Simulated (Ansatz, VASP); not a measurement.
RbAgI2: VASP beside Ansatz

POSCAR

```
RbAgI2
1.0
    4.8097125645      0.0000000000      0.0000000000
    0.0000000000      4.8097125645      0.0000000000
    0.0000000000      0.0000000000      6.7799549595
Rb I Ag
1 2 1
Direct
    0.0000000000      0.0000000000      0.0000000000
    0.0000000000      0.0000000000      0.5000000000
    0.5000000000      0.5000000000      0.0000000000
    0.5000000000      0.5000000000      0.5000000000
```

INCAR.step1

```
PREC     = Accurate       # precision mode
ENCUT    = 520            # plane-wave cutoff, eV
EDIFF    = 1E-5           # SCF threshold, eV
ISMEAR   = 0              # smearing method
SIGMA    = 0.01           # smearing width, eV
LREAL    = F              # projectors in reciprocal space
LASPH    = T              # aspherical terms in the spheres
NELM     = 100            # most SCF steps
ALGO     = Normal         # electronic algorithm
ISIF     = 2              # what is computed and relaxed
LWAVE    = T              # write WAVECAR
LCHARG   = F              # write CHGCAR
GGA      = PE             # functional
NBANDS   = 25             # bands
```

Contents of INCAR.step2:

```
PREC     = Accurate       # precision mode
ENCUT    = 520            # plane-wave cutoff, eV
EDIFF    = 1E-6           # SCF threshold, eV
ISMEAR   = 0              # smearing method
SIGMA    = 0.01           # smearing width, eV
LREAL    = F              # projectors in reciprocal space
LASPH    = T              # aspherical terms in the spheres
NELM     = 100            # most SCF steps
ALGO     = Normal         # electronic algorithm
ISIF     = 2              # what is computed and relaxed
LWAVE    = F              # write WAVECAR
LCHARG   = F              # write CHGCAR
GGA      = PE             # functional
LHFCALC  = T              # exact exchange
HFSCREEN = 0.2079         # screening, 1/A
PRECFOCK = Normal       
ISTART   = 1            
NBANDS   = 25             # bands
```

File KPOINTS:

```
regular mesh
0
Gamma
  2 2 2
```

Input for Ansatz:

```yaml
crystal:
  lattice:
    - [4.8097125645, 0.0, 0.0]
    - [0.0, 4.8097125645, 0.0]
    - [0.0, 0.0, 6.7799549595]
  atoms:
    - { symbol: Rb, position: [0.0, 0.0, 0.0] }
    - { symbol: I, position: [0.0, 0.0, 0.5] }
    - { symbol: Ag, position: [0.5, 0.5, 0.5] }
    - { symbol: I, position: [0.5, 0.5, 0.0] }
kpoints:
  mp_grid: { grid: [2, 2, 2] }
hamiltonian:
  xc: hse06
scf:
  occupations: { method: fixed }
  n_extra_bands: 5
output:
  forces: true
  stress: true
  eigenvalues: true
  write_density: true
  write_potential: true
  elf: true
  volumetric_format: npy
```

The cell was built by a generator and needn't be a form met in nature.

Alike in both runs: task single point; functional HSE06; k mesh 2 × 2 × 2; no spin polarisation.

|  | VASP | Ansatz |
| --- | --- | --- |
| version | VASP 6.6.1 | Ansatz 0.2.0 |
| potentials or method | VASP PAW PBE potentials, release 64 (Rb_sv, I, Ag) | plane waves, PAW |
| plane-wave cutoff (eV) | 520 | 420 |
| occupations | gaussian, width 0.01 eV | fixed |
| valence electrons in the cell | 34 | 62 |

Ansatz gave:

```
gap on the k mesh at the Fermi level (eV)       : 2.11
pressure (GPa)                                  : 1.0
largest component of the traceless stress (GPa) : 0.90
```

What did VASP give for the same quantities?

gap on the k mesh at the Fermi level (eV): 2.11; pressure (GPa): 0.9; largest component of the traceless stress (GPa): 0.82.

The two sets of potentials don't hold the same shells in valence. Ansatz warned: «stress_exchange_threshold_loose».

Caveats: the k mesh is coarse (spacing up to 0.65 Å⁻¹), so the values aren't converged, least of all with exact exchange; the PAW data sets were made with another functional, which shifts forces and pressure a little (VASP); spin-orbit coupling is left out, which moves the levels of the heavy elements. A k mesh can miss the band edges.
